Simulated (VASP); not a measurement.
# C: relaxation of cell and atoms with PBE

Crystal: C.

```
C
1.0
     0.00000    1.78671    1.78671
     1.78671    0.00000    1.78671
     1.78671    1.78671    0.00000
C
2
Direct
  0.00000 0.00000 0.00000
  0.25000 0.25000 0.25000
```

This isn't the form of C at room conditions, which is graphite.

```yaml
Program: VASP 6.6.1
Task: relaxation of cell and atoms
Functional: PBE
Potentials_or_basis: VASP PAW PBE potentials, release 64 (C)
Cutoff: 520 eV
k_mesh: 14 × 14 × 14
Occupations: gaussian, width 1 eV
Spin: no spin polarisation
Further_INCAR_settings: ALGO = Fast; EDIFF = 1e-07; IBRION = 2; EDIFFG = -0.002; NSW = 80; ISIF = 3
```

```yaml
Pressure_after_relaxing: 0.0 GPa
Band_gap_on_the_k_mesh: 4.12 eV, indirect (least direct gap 5.57 eV)
```

Final structure:
```
CELL_PARAMETERS angstrom
0.00000 1.78671 1.78671
1.78671 0.00000 1.78671
1.78671 1.78671 0.00000
ATOMIC_POSITIONS crystal
C 0.00000 0.00000 0.00000
C 0.25000 0.25000 0.25000
```

Levels at points of the mesh, in eV from the valence-band top:
```csv
k point,band 1,band 2,band 3,band 4,band 5,band 6,band 7,band 8
"(0.00, 0.00, 0.00)",-21.40,0.00,0.00,0.00,5.57,5.57,5.57,13.20
"(0.50, 0.00, 0.00)",-15.66,-13.31,-2.79,-2.79,8.44,8.44,8.77,15.65
"(0.50, 0.50, 0.00)",-12.72,-12.72,-6.26,-6.26,4.75,4.75,16.72,16.72
```

Wall time 8.6 s on 1 thread of Intel(R) Xeon(R) Platinum 8488C (Sapphire Rapids), with other jobs on the host, peak memory 0.12 GiB.

Caveat: the relaxation stopped at its first step, so nothing moved. Expect the measured gap to be larger: semilocal functionals such as PBE lack the derivative discontinuity.
